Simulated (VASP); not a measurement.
Method: PBEsol GGA, VASP's PBE PAW potentials (set 64) (plane waves; VASP).

VASP ran on this input.

**INCAR**
```
ALGO = Normal
EDIFF = 1E-6
EDIFFG = -0.02
ENCUT = 500
GGA = PS
IBRION = 2
ISIF = 3
ISMEAR = 0
LASPH = T
LCHARG = F
LMAXMIX = 4
LREAL = F
LWAVE = F
NELM = 100
NSW = 40
PREC = Accurate
PSTRESS = 50
SIGMA = 0.05
SYSTEM = CdTe
```

File POSCAR:
```
CdTe
1.0
  0.0000000000   3.1467836354   3.1467836354
  3.1467836354   0.0000000000   3.1467836354
  3.1467836354   3.1467836354   0.0000000000
Cd Te
1 1
Cartesian
  0.0000000000   0.0000000000   0.0000000000
  1.5733918177   1.5733918177   1.5733918177
```

### KPOINTS
```
Automatic mesh
0
Gamma
7 7 7
0 0 0
```

POTCAR, in this order: Cd Te (PBE.64 set). Program: vasp_std.

The run wrote:

File OSZICAR:
```
       N       E                     dE             d eps       ncg     rms          rms(c)
DAV:   1     0.100755193600E+03    0.10076E+03   -0.83299E+03   528   0.117E+03
DAV:   2    -0.184524665223E+01   -0.10260E+03   -0.99253E+02   610   0.277E+02
DAV:   3    -0.562139240236E+01   -0.37761E+01   -0.37694E+01   605   0.558E+01
DAV:   4    -0.565797731183E+01   -0.36585E-01   -0.36581E-01   742   0.475E+00
DAV:   5    -0.565814713858E+01   -0.16983E-03   -0.16983E-03   610   0.261E-01    0.689E+00
DAV:   6    -0.541937613003E+01    0.23877E+00   -0.54637E-01   570   0.111E+01    0.547E+00
DAV:   7    -0.540020199420E+01    0.19174E-01   -0.12816E-01   585   0.282E+00    0.206E+00
DAV:   8    -0.539917719086E+01    0.10248E-02   -0.12129E-02   540   0.158E+00    0.601E-01
DAV:   9    -0.539914307917E+01    0.34112E-04   -0.78172E-04   610   0.359E-01    0.165E-01
DAV:  10    -0.539916380275E+01   -0.20724E-04   -0.12094E-04   570   0.110E-01    0.615E-02
DAV:  11    -0.539918319255E+01   -0.19390E-04   -0.47709E-05   553   0.601E-02    0.412E-02
DAV:  12    -0.539918108057E+01    0.21120E-05   -0.48337E-06   600   0.216E-02    0.203E-02
DAV:  13    -0.539918079683E+01    0.28374E-06   -0.75775E-07   330   0.502E-03
   1 F= -.34543131E+01 E0= -.34543131E+01  d E =-.345431E+01
```

### OUTCAR
```
------------------------ aborting loop because EDIFF is reached ----------------------------------------
  FORCE on cell =-STRESS in cart. coord.  units (eV):
  Direction    XX          YY          ZZ          XY          YZ          ZX
  --------------------------------------------------------------------------------------
  Total        1.9338361      1.9338361      1.9338361      0.0000000     -0.0000000      0.0000000
  in kB       49.7163909     49.7163909     49.7163909      0.0000000     -0.0000000      0.0000000
  external PRESSURE =      -0.2836091 kB  Pullay stress =      50.0000000 kB
  volume of cell :       62.32
      direct lattice vectors                 reciprocal lattice vectors
     0.000000000  3.146783635  3.146783635    -0.158892399  0.158892399  0.158892399
     3.146783635  0.000000000  3.146783635     0.158892399 -0.158892399  0.158892399
     3.146783635  3.146783635  0.000000000     0.158892399  0.158892399 -0.158892399
  FREE ENERGIE OF THE ION-ELECTRON SYSTEM (eV)
  ---------------------------------------------------
  free  energy   TOTEN  =        -5.3991807968 eV

  energy  without entropy=       -5.3991807968  energy(sigma->0) =       -5.39918080
  enthalpy is  TOTEN    =        -3.4543130840 eV   P V=        1.9448677128

 reached required accuracy - stopping structural energy minimisation
```
(Selected blocks of OUTCAR.)

The structure was generated: CdTe was put into the zinc blende type (F-43m), which need not be its known phase. It was relaxed first under an external pressure of 5 GPa.
